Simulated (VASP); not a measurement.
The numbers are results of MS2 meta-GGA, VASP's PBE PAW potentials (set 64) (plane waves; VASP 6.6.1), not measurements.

A VASP calculation is set up with these files.

INCAR:
```
SYSTEM = Mg
PREC = Accurate
ENCUT = 520
EDIFF = 1E-6
NELM = 100
ALGO = Normal
LREAL = .FALSE.
LASPH = .TRUE.
ISMEAR = 1
SIGMA = 0.1
METAGGA = MS2
LMIXTAU = .TRUE.
LWAVE = .FALSE.
LCHARG = .FALSE.
IBRION = 2
ISIF = 3
NSW = 60
EDIFFG = -0.01
```

### POSCAR
```
Mg
1.0
  1.5921676648  -2.7577157324   0.0000000000
  1.5921676648   2.7577157324   0.0000000000
  0.0000000000   0.0000000000   5.1094932552
Mg
2
direct
  0.3333330000   0.6666670000   0.2500000000
  0.6666670000   0.3333330000   0.7500000000
```

KPOINTS:
```
Automatic mesh
0
Gamma
  12 12 7
0 0 0
```

POTCAR, in this order: Mg (PBE.64 set). Program: vasp_std.

What VASP printed:

File OSZICAR:
```
       N       E                     dE             d eps       ncg     rms          rms(c)
DAV:   1    -0.770361370425E+01   -0.77036E+01   -0.12878E+03   912   0.475E+02
DAV:   2    -0.107390072293E+02   -0.30354E+01   -0.29153E+01  1224   0.305E+01
DAV:   3    -0.107595438176E+02   -0.20537E-01   -0.20538E-01  1266   0.363E+00
DAV:   4    -0.107596163965E+02   -0.72579E-04   -0.72584E-04  1302   0.186E-01
DAV:   5    -0.107596169124E+02   -0.51592E-06   -0.51608E-06  1254   0.121E-02    0.101E+00
DAV:   6    -0.101171827777E+02    0.64243E+00   -0.18214E-01   918   0.559E+00    0.631E-01
DAV:   7    -0.101099738385E+02    0.72089E-02   -0.93276E-03  1014   0.123E+00    0.589E-02
DAV:   8    -0.101136578772E+02   -0.36840E-02   -0.50453E-02   936   0.140E+00    0.882E-02
DAV:   9    -0.101157897175E+02   -0.21318E-02   -0.66443E-03  1110   0.454E-01    0.106E-01
DAV:  10    -0.100680700504E+02    0.47720E-01   -0.30512E-02   942   0.229E+00    0.100E-01
DAV:  11    -0.100952763279E+02   -0.27206E-01   -0.10562E-02   954   0.121E+00    0.944E-02
DAV:  12    -0.101018265942E+02   -0.65503E-02   -0.84640E-04  1080   0.360E-01    0.835E-02
DAV:  13    -0.101165094543E+02   -0.14683E-01   -0.11444E-02   936   0.127E+00    0.650E-02
DAV:  14    -0.101199795913E+02   -0.34701E-02   -0.10098E-02   960   0.130E+00    0.247E-02
DAV:  15    -0.101197169319E+02    0.26266E-03   -0.62773E-04   948   0.362E-01    0.179E-02
DAV:  16    -0.101200432633E+02   -0.32633E-03   -0.61045E-04   960   0.273E-01    0.817E-03
DAV:  17    -0.101199387965E+02    0.10447E-03   -0.60063E-04   942   0.237E-01    0.591E-03
DAV:  18    -0.101199788281E+02   -0.40032E-04   -0.28130E-05  1068   0.650E-02    0.435E-03
DAV:  19    -0.101199657889E+02    0.13039E-04   -0.87268E-06   978   0.386E-02    0.503E-03
DAV:  20    -0.101199708206E+02   -0.50317E-05   -0.19360E-05   948   0.440E-02    0.279E-03
DAV:  21    -0.101199684179E+02    0.24027E-05   -0.39417E-06  1002   0.204E-02    0.149E-03
DAV:  22    -0.101199684208E+02   -0.29522E-08   -0.16344E-06  1020   0.113E-02
   1 F= -.10119968E+02 E0= -.10119840E+02  d E =-.101200E+02
```

File OUTCAR:
```
------------------------ aborting loop because EDIFF is reached ----------------------------------------
  FORCE on cell =-STRESS in cart. coord.  units (eV):
  Direction    XX          YY          ZZ          XY          YZ          ZX
  --------------------------------------------------------------------------------------
  Total        0.0013444      0.0013444     -0.0030694      0.0000000      0.0000000      0.0000000
  in kB        0.0480055      0.0480055     -0.1096019      0.0000000      0.0000000      0.0000000
  external PRESSURE =      -0.0045303 kB  Pullay stress =       0.0000000 kB
  volume of cell :       44.87
      direct lattice vectors                 reciprocal lattice vectors
     1.592167665 -2.757715732  0.000000000     0.314037278 -0.181309478  0.000000000
     1.592167665  2.757715732  0.000000000     0.314037278  0.181309478  0.000000000
     0.000000000  0.000000000  5.109493255     0.000000000  0.000000000  0.195714125
 POSITION                                       TOTAL-FORCE (eV/Angst)
 -----------------------------------------------------------------------------------
      1.59217      0.91924      1.27737        -0.000000      0.000000      0.000000
      1.59217     -0.91924      3.83212         0.000000     -0.000000      0.000000
 -----------------------------------------------------------------------------------
    total drift:                               -0.000000     -0.000007      0.000001
  FREE ENERGIE OF THE ION-ELECTRON SYSTEM (eV)
  ---------------------------------------------------
  free  energy   TOTEN  =       -10.1199684208 eV

  energy  without entropy=      -10.1195823182  energy(sigma->0) =      -10.11983972

 reached required accuracy - stopping structural energy minimisation
```
(Selected blocks of OUTCAR.)

The compound is Mg in the hcp structure. It was relaxed first. The start is the result of an earlier pass.
